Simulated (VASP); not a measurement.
```
CELL_PARAMETERS angstrom
      0.00000     2.80249     2.80249
      2.80249     0.00000     2.80249
      2.80249     2.80249     0.00000
ATOMIC_POSITIONS crystal
  Ca 0.00000 0.00000 0.00000
  S  0.50000 0.50000 0.50000
```

All values below come from PBE GGA with D4 dispersion, VASP's PBE PAW potentials (set 64) (plane waves; VASP 6.6.1). Settings: 520 eV cut-off, 8×8×8 Γ-centred mesh, Gaussian smearing of 0.050 eV, potentials Ca_sv S.

### Question
Predict the energy per atom (σ→0), pressure, band gap (on the k-mesh) with the smallest direct gap where there is one.

### Answer

```
Item                                          Value
-----------------------------------  --------------
band gap (on the k-mesh)                    2.24 eV
smallest direct gap (on the k-mesh)         3.08 eV
energy per atom (σ→0)                -5401 meV/atom
pressure                                   1.96 GPa
```

Only differences to runs with the same potentials and settings are physical.

The compound is CaS in the rock salt structure. This cell is one point of a volume scan, at 0.97 of the reference volume.
